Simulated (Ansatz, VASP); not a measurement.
## Cross-check of NbH2 between VASP and Ansatz

Wanted: the spread between two codes on one cell, functional and k mesh. The cell is taken from a series of runs on this material, whose earlier steps may have relaxed, scaled, displaced or heated it; both programs get it as it stands.

Program: Ansatz 0.2.0. Level of theory: plane waves, with VASP 6.6.1 beside it; LDA. Results are calculated unless marked as measured.

**1. The structure**

Symmetry: Fm-3m, No. 225, cubic system. Conventional cell: a = 4.496 Å, b = 4.496 Å, c = 4.496 Å, α = 90.00°, β = 90.00°, γ = 90.00°. Nearest to Nb lie 8 H at 1.95 Å. Nearest to H lie 4 Nb at 1.95 Å. Farther neighbours are not listed.

**2. VASP: relaxation of cell and atoms, LDA**

The relaxed volume is the usual yardstick between codes: in a stiff, nearly cubic crystal its relative difference is about their pressure difference at one cell divided by the bulk modulus.

Lines of VASP's logs that name or quote its potential files are left out, and so is its time.

Input file INCAR:

```
SYSTEM = NbH2
PREC = Accurate
ENCUT = 500
EDIFF = 1E-07
NELM = 120
ISMEAR = 1
SIGMA = 0.15
LREAL = .FALSE.
ALGO = Normal
GGA = PW92
NBANDS = 13
LASPH = .TRUE.
LORBIT = 11
LWAVE = .FALSE.
LCHARG = .FALSE.
ISIF = 3
IBRION = 2
NSW = 80
EDIFFG = -0.005
GGA_COMPAT = .FALSE.
NELMIN = 4
```

Input file POSCAR:

```
NbH2
1.0
   -2.2477560000      0.0000000000      2.2477560000
    0.0000000000      2.2477560000      2.2477560000
   -2.2477560000      2.2477560000      0.0000000000
Nb H
1 2
Direct
    0.0000000000      0.0000000000      0.0000000000
    0.7500000000      0.7500000000      0.7500000000
    0.2500000000      0.2500000000      0.2500000000
```

Input file KPOINTS:

```
Automatic mesh
0
Gamma
16 16 16
0 0 0
```

The projector-augmented-wave data sets are Nb_sv and H (LDA family, release 64).

Command:

```bash
$ mpirun -np 1 vasp_std
```

Numbers of over 12 decimals in the logs are rounded to 6 here.

The log of the run:

```text
[banner, memory and clock lines left out]
running    1 mpi-ranks, on    1 nodes
 distrk:  each k-point on    1 cores,    1 groups
 distr:  one band on    1 cores,    1 groups

 POSCAR found type information on POSCAR NbH
 POSCAR found :  2 types and       3 ions
|                                                                             |
|               ----> ADVICE to this user running VASP <----                  |
|                                                                             |
|     You enforced a specific xc type in the INCAR file but a different       |
|     [... a line on the potential file left out ...]
|     I HOPE YOU KNOW WHAT YOU ARE DOING!                                     |
|                                                                             |

 LDA part: xc-table for (Slater(with rela. corr.)+PW92), standard interpolation
 POSCAR, INCAR and KPOINTS ok, starting setup
 FFT: planning ... GRIDC
 FFT: planning ... GRID_SOFT
 FFT: planning ... GRID
 WAVECAR not read
 entering main loop
       N       E                     dE             d eps       ncg     rms          rms(c)
DAV:   1     0.123373766578E+03    0.12337E+03   -0.77770E+03  3786   0.111E+03
DAV:   2    -0.146640178540E+02   -0.13804E+03   -0.13075E+03  4325   0.415E+02
DAV:   3    -0.203404200543E+02   -0.56764E+01   -0.53060E+01  5671   0.727E+01
DAV:   4    -0.206651502771E+02   -0.32473E+00   -0.32312E+00  5296   0.153E+01
DAV:   5    -0.206740556159E+02   -0.89053E-02   -0.89028E-02  5682   0.243E+00    0.982E+00
DAV:   6    -0.194344471569E+02    0.12396E+01   -0.15959E+00  6223   0.153E+01    0.316E+00
DAV:   7    -0.192754758187E+02    0.15897E+00   -0.40436E-01  6428   0.637E+00    0.782E-01
DAV:   8    -0.192715943972E+02    0.38814E-02   -0.31025E-02  5592   0.236E+00    0.356E-01
DAV:   9    -0.192717374952E+02   -0.14310E-03   -0.30191E-03  6507   0.568E-01    0.819E-02
DAV:  10    -0.192716123826E+02    0.12511E-03   -0.29814E-04  4610   0.158E-01    0.146E-02
DAV:  11    -0.192716138509E+02   -0.14684E-05   -0.21944E-05  5710   0.476E-02    0.613E-03
DAV:  12    -0.192716126031E+02    0.12479E-05   -0.31685E-06  5967   0.242E-02    0.159E-03
DAV:  13    -0.192716125885E+02    0.14581E-07   -0.99035E-08  3599   0.374E-03
   1 F= -.19271613E+02 E0= -.19271940E+02  d E =-.192716E+02
 curvature:   0.00 expect dE= 0.000E+00 dE for cont linesearch  0.000E+00
 trial: gam= 0.00000 g(F)=  0.844E-51 g(S)=  0.222E-03 ort = 0.000E+00 (trialstep = 0.100E+01)
 search vector abs. value=  0.222E-03
 bond charge predicted
       N       E                     dE             d eps       ncg     rms          rms(c)
DAV:   1    -0.192730504480E+02   -0.14378E-02   -0.41403E-02  4641   0.325E+00    0.296E-01
DAV:   2    -0.192718608326E+02    0.11896E-02   -0.39889E-03  5706   0.902E-01    0.102E-01
DAV:   3    -0.192716468669E+02    0.21397E-03   -0.11578E-03  7183   0.391E-01    0.581E-02
DAV:   4    -0.192716636849E+02   -0.16818E-04   -0.45393E-05  5950   0.804E-02    0.238E-02
DAV:   5    -0.192716807597E+02   -0.17075E-04   -0.52135E-05  6130   0.579E-02    0.131E-02
DAV:   6    -0.192716816347E+02   -0.87497E-06   -0.29570E-06  4478   0.216E-02    0.157E-03
DAV:   7    -0.192716816528E+02   -0.18112E-07   -0.14005E-07  4297   0.483E-03
   2 F= -.19271682E+02 E0= -.19272009E+02  d E =-.690643E-04
 trial-energy change:   -0.000069  1 .order   -0.000070   -0.000222    0.000083
 step:   0.7260(harm=  0.7277)  dis= 0.00000  next Energy=   -19.271693 (dE=-0.805E-04)
 bond charge predicted
       N       E                     dE             d eps       ncg     rms          rms(c)
DAV:   1    -0.192717964507E+02   -0.11482E-03   -0.31097E-03  4659   0.890E-01    0.812E-02
DAV:   2    -0.192717066475E+02    0.89803E-04   -0.29945E-04  5684   0.247E-01    0.282E-02
DAV:   3    -0.192716905112E+02    0.16136E-04   -0.87451E-05  7139   0.107E-01    0.158E-02
DAV:   4    -0.192716917571E+02   -0.12458E-05   -0.33936E-06  5973   0.221E-02    0.643E-03
DAV:   5    -0.192716930510E+02   -0.12939E-05   -0.38558E-06  6126   0.157E-02    0.357E-03
DAV:   6    -0.192716931220E+02   -0.71021E-07   -0.22337E-07  4054   0.597E-03
   3 F= -.19271693E+02 E0= -.19272021E+02  d E =-.805335E-04
 curvature:  -0.36 expect dE=-0.221E-07 dE for cont linesearch -0.221E-07
 trial: gam=-0.01627 g(F)=  0.979E-50 g(S)=  0.608E-07 ort = 0.367E-05 (trialstep = 0.945E+00)
 search vector abs. value=  0.117E-09
 reached required accuracy - stopping structural energy minimisation
```

Parts of OUTCAR (step 2):

```text
ion  position               nearest neighbor table
   1  0.000  0.000  0.000-   2 1.95   2 1.95   2 1.95   2 1.95   3 1.95   3 1.95   3 1.95   3 1.95

  LATTYP: Found a face centered cubic cell.
 ALAT       =     4.4955120000

 Subroutine GETGRP returns: Found 48 space group operations
 (whereof 48 operations were pure point group operations)

The static configuration has the point symmetry O_h .

 Found    145 irreducible k-points:

   k-points           NKPTS =    145   k-points in BZ     NKDIM =    145   number of bands    NBANDS=     13

   dimension x,y,z NGX =    24 NGY =   24 NGZ =   24
   dimension x,y,z NGXF=    48 NGYF=   48 NGZF=   48

   ENCUT  =  500.0 eV  36.75 Ry    6.06 a.u.   5.80  5.80  5.80*2*pi/ulx,y,z

   NELECT =      15.0000    total number of electrons

 k-points in reciprocal lattice and weights: Automatic mesh
   0.00000000  0.00000000  0.00000000       0.000
   0.06250000  0.00000000  0.00000000       0.002
   0.12500000  0.00000000  0.00000000       0.002
   0.18750000  0.00000000  0.00000000       0.002
   0.25000000  0.00000000  0.00000000       0.002
   0.31250000  0.00000000  0.00000000       0.002
   0.37500000  0.00000000  0.00000000       0.002
   0.43750000  0.00000000  0.00000000       0.002
   0.50000000  0.00000000  0.00000000       0.001
[...]
-0.31250000  0.50000000  0.18750000       0.003
  -0.25000000  0.50000000  0.25000000       0.001

 average (electrostatic) potential at core
       1 -78.3751       2 -27.5999       3 -27.5999

 E-fermi :  10.3850

 k-point     1 :       0.0000    0.0000    0.0000
  band No.  band energies     occupation
    ...
      5      -0.4974      2.00000
      6       8.9231      2.00000
      7       8.9231      2.00000
      8       8.9231      2.00000
      9       9.3019      2.00000
     10      11.7090     -0.00000
     11      11.7090     -0.00000
     12      23.0852      0.00000
     13      23.9302      0.00000

 k-point     2 :       0.0625    0.0000    0.0000
  band No.  band energies     occupation
    ...
      4     -20.5670      2.00000
      5      -0.3833      2.00000
      6       7.8200      2.00000
      7       8.9816      2.00000
      8       8.9816      2.00000
      9      10.5464     -0.06263
     10      11.6577     -0.00000
     11      11.6577     -0.00000
     12      21.9268      0.00000
     13      24.1577      0.00000

 k-point     3 :       0.1250    0.0000    0.0000
  band No.  band energies     occupation
    ...
      4     -20.5782      2.00000
      5      -0.0569      2.00000
      6       6.7270      2.00000
      7       9.1341      2.00000
      8       9.1341      2.00000
      9      11.5459     -0.00000
     10      11.5459     -0.00000
     11      12.0451     -0.00000
     12      20.6418      0.00000
     13      24.8100      0.00000

  Total       -0.0011225     -0.0011225     -0.0011225     -0.0000000      0.0000000     -0.0000000
  in kB       -0.0793725     -0.0793725     -0.0793725     -0.0000000      0.0000000     -0.0000000
  external PRESSURE =      -0.0793725 kB  Pullay stress =       0.0000000 kB

  energy-cutoff  :      500.00
  volume of cell :       22.66
      direct lattice vectors                 reciprocal lattice vectors
    -2.245975393  0.000000000  2.245975393    -0.222620427 -0.222620427  0.222620427
    -0.000000000  2.245975393  2.245975393     0.222620427  0.222620427  0.222620427
    -2.245975393  2.245975393  0.000000000    -0.222620427  0.222620427 -0.222620427

 POSITION                                       TOTAL-FORCE (eV/Angst)
 -----------------------------------------------------------------------------------
     -0.00000      0.00000      0.00000        -0.000000      0.000000      0.000000
     -3.36896      3.36896      3.36896         0.000000     -0.000000     -0.000000
     -1.12299      1.12299      1.12299        -0.000000      0.000000      0.000000
 -----------------------------------------------------------------------------------
    total drift:                               -0.000000     -0.000000      0.000000

  FREE ENERGIE OF THE ION-ELECTRON SYSTEM (eV)
  ---------------------------------------------------
  free  energy   TOTEN  =       -19.2716931220 eV

  energy  without entropy=      -19.2726757659  energy(sigma->0) =      -19.27202067

 reached required accuracy - stopping structural energy minimisation

 total charge
# of ion       s       p       d       tot
------------------------------------------
    1        2.143   6.029   2.591  10.763
    2        0.570   0.030   0.000   0.600
    3        0.570   0.030   0.000   0.600
--------------------------------------------------
tot          3.283   6.090   2.591  11.964

[... 3 further parts left out ...]
```

**3. Ansatz: relaxation of cell and atoms, LDA**

Ansatz runs on its default PAW (the set named soft_2) files.

The same cell, functional (in two slightly different forms), mesh and smearing now go to Ansatz, which takes its cutoff from its data sets.

Input file input.yaml:

```yaml
crystal:
  lattice:
    - [-2.2477560746, 0.0, 2.2477560746]
    - [0.0, 2.2477560746, 2.2477560746]
    - [-2.2477560746, 2.2477560746, 0.0]
  atoms:
    - { symbol: Nb, position: [0.0, 0.0, 0.0] }
    - { symbol: H, position: [0.75, 0.75, 0.75] }
    - { symbol: H, position: [0.25, 0.25, 0.25] }
kpoints:
  mp_grid: { grid: [16, 16, 16] }
hamiltonian:
  xc: lda
scf:
  occupations: { method: methfessel_paxton, width: 0.15 }
output:
  forces: true
  stress: true
  eigenvalues: true
relax:
  adjacent_minimum: "off"
  f_tol: 0.001
  max_steps: 60
  cell: { stress_tol: 0.01 }
```

Command:

```bash
$ ansatz run input.yaml --threads 2 --pin off --max-ram 5120MiB --backend cpu --events-out ev --progress --plain --runs-dir out
```

The log of the run:

```text
Engine: ansatz 0.2.0, x86_64-unknown-linux-gnu
Pseudopotentials: kind: paw
Pseudopotential: Nb, paw, valence charge 13, recommended cutoff 420 eV (normal), Nb.paw.azcp
Pseudopotential: H, paw, valence charge 1, recommended cutoff 420 eV (normal), H.paw.azcp
Functional definition: SPW92
  exchange = slater_x
  correlation = pw_c
Crystal: 3 atoms, lattice volume = 22.713 Å³
Basis set: ecut = 420 eV, 459 PW (Γ)
Bands: 12, of which v1, the nominal top of the filled ones, is band 8 counted from 1 (7 counted from 0)
Symmetry: 48 space group operations
Space group: Fm-3m (ITA 225), of the structure as read, at distance tolerance 2.8e-5 Å
k-points: 145 of 4096
Non-local potential: Nb, projectors of the file, l = 0: 3, l = 1: 2, l = 2: 2, l = 3: 1
Non-local potential: H, projectors of the file, l = 0: 2, l = 1: 1
PAW form: soft (Blöchl's): semilocal exchange-correlation on the pseudo side does not see the compensation charge
PAW frozen core: Nb, regenerated for the run's functional, and the local potential with it (the file was generated under x = pbe(κ = 0.804, μ = 0.219515), c = pbe(β = 0.066725))
PAW one-centre angular grid: Nb, 590 points (default); XC on 64 Gauss nodes
PAW one-centre angular grid: H, 110 points (default); XC on 64 Gauss nodes
Initial density: superposition of atomic densities (neutral atoms: chi_scale 0, normalization atom), corrected by the library's trained network
Initial wavefunctions: pseudopotential atomic-orbital guess
Functional: x = slater, c = lda
SCF iter   1: F=—  HF=-4474.877313 eV  |F-HF|=—  |Δ(HF+E_count)|=         —  Δρ=1.11e-2  dr2=1.80e-2  ethr=1.77e-3  ⟨swp⟩=5.0  Hψ=9366  notcnv=0
preconditioner: auto → none  [metal: Δε(μ)=0.026 eV  Ē_g=9.031 eV  σ=0.150 eV  W_gap=0.14  n_scr=8 (ndim 8)  ℏωp=20.6 eV  f_vac=0.000  D(μ)=0.82/eV (n_scr^D=8)  sad-step TF]
SCF iter   2: F=—  HF=-4474.872338 eV  |F-HF|=—  |Δ(HF+E_count)|=   4.97e-3  S|Δr|=    0.00e0  Δρ=5.69e-3  dr2=4.57e-3  ethr=1.20e-4  ⟨swp⟩=1.0  Hψ=2900  notcnv=0
SCF iter   3: F=—  HF=-4474.870765 eV  |F-HF|=—  |Δ(HF+E_count)|=   1.57e-3  S|Δr|=    0.00e0  Δρ=3.03e-4  dr2=1.53e-5  ethr=3.05e-5  ⟨swp⟩=2.3  Hψ=2103  notcnv=0
SCF iter   4: F=—  HF=-4474.870768 eV  |F-HF|=—  |Δ(HF+E_count)|=   3.36e-6  S|Δr|=    0.00e0  Δρ=1.04e-4  dr2=1.73e-6  ethr=1.02e-7  ⟨swp⟩=2.2  Hψ=2712  notcnv=0
SCF iter   5: F=-4474.870768 eV  HF=-4474.870768 eV  |F-HF|=3.03e-9  |Δ(HF+E_count)|=   3.04e-7  S|Δr|=    0.00e0  Δρ=1.30e-5  dr2=1.32e-8  ethr=6.67e-10  ⟨swp⟩=3.7  Hψ=7531  notcnv=0
SCF 1 converged in 5 iterations: F = -4474.870768 eV  dr2 = 1.32e-8
  greatest PAW one-centre occupation: 0.997 electrons in one spin orbital (limit 2), on the Nb atom at site 0 (counted from 0), in its partial waves of l = 0
relax step   1: F+E_penalty+E_count = -4474.87076803 eV  Δ(F+E_penalty+E_count) = +0.000e0 eV  max|allowed force component| = 3.855e-19 eV/Å  Δτ_max = 0.0000 Å  P = -0.043 GPa  Ω = 22.713 Å³  (5 SCF iters, dr2 threshold 1.00e-7 eV, accepted)
[...]
relax step   2: F+E_penalty+E_count = -4474.87078023 eV  Δ(F+E_penalty+E_count) = -1.220e-5 eV  max|allowed force component| = 1.554e-18 eV/Å  Δτ_max = 0.0000 Å  P = +0.057 GPa  Ω = 22.702 Å³  energy of the carried Pulay correction = +1.271e-5 eV  (3 SCF iters, dr2 threshold 4.64e-9 eV, rejected (line search))
[...]
relax step   3: F+E_penalty+E_count = -4474.87077414 eV  Δ(F+E_penalty+E_count) = -6.106e-6 eV  max|allowed force component| = 1.638e-18 eV/Å  Δτ_max = 0.0000 Å  P = +0.000 GPa  Ω = 22.708 Å³  energy of the carried Pulay correction = +5.453e-6 eV  (5 SCF iters, accepted)
[...]
relax step   4: F+E_penalty+E_count = -4474.87077414 eV  Δ(F+E_penalty+E_count) = +0.000e0 eV  max|allowed force component| = 1.397e-18 eV/Å  Δτ_max = 0.0000 Å  P = -0.000 GPa  Ω = 22.708 Å³  stress off target by 9.62e-5 GPa  SCF on the basis re-selected at this cell (its energy is not comparable with the rows above)  (5 SCF iters)
basis re-selected at this cell: Δ(F+E_penalty+E_count) = +0.000e0 eV, ΔP = -0.000 GPa vs the last step (what re-selecting the basis moved, of the pressure what is left beyond the Pulay correction that the steps carried, after the strain that the cell walked since its last selection, with what the two solves' SCF thresholds leave and, on support functions, any second-order correction that the steps lacked; it is no me [...]
SCF converged after 5 iterations
Stability not checked: this state was not tested for a lower state beside it, because cold or Methfessel-Paxton smearing, or corrected tetrahedra, fill the levels in a way that the test cannot read (fill_not_monotonic; see scf.lower_state_search)
Free energy (F): -4474.870774 eV
Harris-Foulkes:  -4474.870774 eV  (|F-HF|=2.73e-12)
Internal energy: -4474.871764 eV  (E = F + TS)
E sigma→0 (E₀):  -4474.871022 eV
Entropy (-TS):   0.000990 eV (0.330 meV/atom)
Fermi energy:    15.710415 eV
--- Per-component energies (eV) ---
  E_band       = -95.471334
  E_kinetic    = 425.608515
  E_local      = -785.736749  (includes V_loc(G=0)·N_el)
  E_nonlocal   = 126.990197
  E_hartree    = 243.871703
  E_xc         = -193.888190
  E_vxc        = -238.076295  (∫ρ·V_xc dr)
  E_paw        = -2966.129454  (= ΣΔE_a)
  E_vpaw       = -111.998029  (= ΣTr[D̂ρ^β])
  E_aug_tail   = -0.002388  (compensation charges beyond the density's cutoff)
  E_ewald      = -1326.011093
  E_core_change = 0.425694  (= ΣΔE_core)
  E_smearing   = 0.000990  (= −TS)
  E_closure    = 0.000000  (closes the sum)
  Σ components = -4474.870774   (vs F -4474.870774, Δ=0.00e0)
--- Forces (eV/Å), atoms counted from 1 ---
  atom   1  Nb     0.00000000    -0.00000000    -0.00000000
  atom   2  H     -0.00000000    -0.00000000     0.00000000
  atom   3  H      0.00000000     0.00000000     0.00000000
  max |Σ_I F_I| component: 1.30e-18 eV/Å
--- Stress (GPa, compression-positive) ---
       -0.000096       0.000000      -0.000000
        0.000000      -0.000096      -0.000000
       -0.000000      -0.000000      -0.000096
  P = ⅓ Tr σ = -0.0001 GPa (-0.001 kbar)
--- Band table (eV; the first three rows and the last of 145) ---
  k-point 0: bands = [... 4 lower, 4.8216, 14.2523, 14.2523, 14.2523, 14.6260, 17.0314, 17.0314, 28.3788]
  k-point 1: bands = [... 4 lower, 4.9356, 13.1492, 14.3106, 14.3106, 15.8690, 16.9803, 16.9803, 27.2136]
  k-point 2: bands = [... 4 lower, 5.2613, 12.0567, 14.4628, 14.4628, 16.8689, 16.8689, 17.3642, 25.9328]
  k-point 144: bands = [... 4 lower, 9.1886, 9.1886, 12.3755, 16.0315, 18.7640, 20.8720, 20.8720, 22.5020]
--- Relaxed structure (3 steps of the walk, 2 accepted, 1 SCFs on fresh bases) ---
  F+E_penalty+E_count = -4474.87077414 eV   max|allowed force component| = 1.397e-18 eV/Å   (the final SCF, on the basis selected at the relaxed cell)
  cell:  # Å, volume = 22.7083 Å³
    - [-2.247595, 0, 2.247595]
    - [0, 2.247595, 2.247595]
    - [-2.247595, 2.247595, 0]
  atoms:
    - { symbol: Nb, position: [0, 0, 0] }
    - { symbol: H, position: [0.75, 0.75, 0.75] }
    - { symbol: H, position: [0.25, 0.25, 0.25] }
```

**4. Comparison**

Known differences besides the potentials themselves: the cutoff is 420 eV in Ansatz and 500 eV in VASP; VASP's log shows a relativistic correction to its local exchange, Ansatz's none; Ansatz adds a Pulay correction to the stress that steers its cell, VASP none. Total energies have different zeros and are not compared.

The two programs side by side:

| quantity | Ansatz | VASP | difference |
| --- | --- | --- | --- |
| volume (Å³) | 22.71 | 22.66 | +0.22 % |
| edge a after relaxation, in the typed setting (Å) | 3.179 | 3.176 | +0.07 % |

**5. What came out**

```yaml
difference_in_volume_relaxation_of_cell_and_atoms_lda: 0.22 %
```

**Reading.** The difference in volume is 0.22 % (relaxation of cell and atoms, LDA), within the 1.2 % picked in this series as the mark of a large difference, as far as the stopping tolerances let one tell. Such differences can come from data sets, numerical settings and the points named under the comparisons, not from the functional's error against experiment.

[Lines on the potential files, build, host, timing and source positions are cut from VASP's logs without a mark.]

[Logs are printed without paths, hosts, clocks, repeated set-up lines and the standing remarks that a program may print on its own settings, such as how far it seeks lower states.]

[Hosts, paths, dates, database ids (printed as entryN), source tags and the programs' standing remarks are cut or masked in the printed files.]
